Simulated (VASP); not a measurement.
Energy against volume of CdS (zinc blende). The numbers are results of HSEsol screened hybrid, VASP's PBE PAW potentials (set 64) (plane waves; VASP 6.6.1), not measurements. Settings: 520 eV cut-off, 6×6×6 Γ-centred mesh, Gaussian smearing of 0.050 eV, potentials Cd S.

```
V (Å³/atom)  E (eV/atom)
-----------  -----------
23.801          -4.04358
24.586          -4.05118
25.370          -4.04828
26.155          -4.03654
```

### Question
Fit these four points and predict the energy of the run at 26.940 Å³/atom.

### Answer
A cubic in V^(−2/3), the third-order Birch-Murnaghan form, passes through the four points with V0 = 24.74 Å³/atom and B0 = 65 GPa, and gives -4.0174 eV/atom there. The run gave -4.0174 eV/atom, -0.0 meV/atom from the fit; all five points give B0 = 65 GPa.

The compound is CdS in the zinc blende structure, a metastable form; wurtzite is the usual one. It was relaxed first. The cell's shape comes from a PBE relaxation.
